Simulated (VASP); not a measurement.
The system is W.

```xyz
1
Lattice="-1.5823 1.5823 1.5823 1.5823 -1.5823 1.5823 1.5823 1.5823 -1.5823" Properties=species:S:1:pos:R:3 pbc="T T T"
W     0.0000    0.0000    0.0000
```

| Item | Value |
| --- | --- |
| Program | VASP 6.6.1 |
| Task | relaxation of cell and atoms |
| Functional | LDA |
| Potentials or basis | VASP PAW LDA potentials, release 64 (W_sv) |
| Cutoff | 350 eV |
| k mesh | 10 × 10 × 10 |
| Occupations | gaussian, width 0.1 eV |
| Spin | no spin polarisation |

At the start: pressure -7.0 GPa; volume 15.85 Å³/atom.

Question: Where does the relaxation end?

Answer: Over 7 steps the energy falls by 7.5 meV/atom and the volume is 15.51 Å³/atom (-2.1 %); space group Im-3m (No. 229, to 0.05 Å).

The path:
| step | energy change (eV) | largest force (eV/Å) | pressure (GPa) | volume (Å³) |
| --- | --- | --- | --- | --- |
| 1 | 0.0000 | 0.0000 | -7.01 | 15.85 |
| 2 | 0.1075 | 0.0000 | 32.86 | 14.31 |
| 3 | -0.0074 | 0.0000 | -0.27 | 15.53 |
| 4 | -0.0075 | 0.0000 | -0.06 | 15.51 |
| 5 | -0.0075 | 0.0000 | 0.10 | 15.51 |
| 6 | -0.0074 | 0.0000 | -0.29 | 15.53 |
| 7 | -0.0075 | 0.0000 | 0.00 | 15.51 |

Final structure:
```xyz
1
Lattice="-1.5711 1.5711 1.5711 1.5711 -1.5711 1.5711 1.5711 1.5711 -1.5711" Properties=species:S:1:pos:R:3 pbc="T T T"
W     0.0000    0.0000    0.0000
```
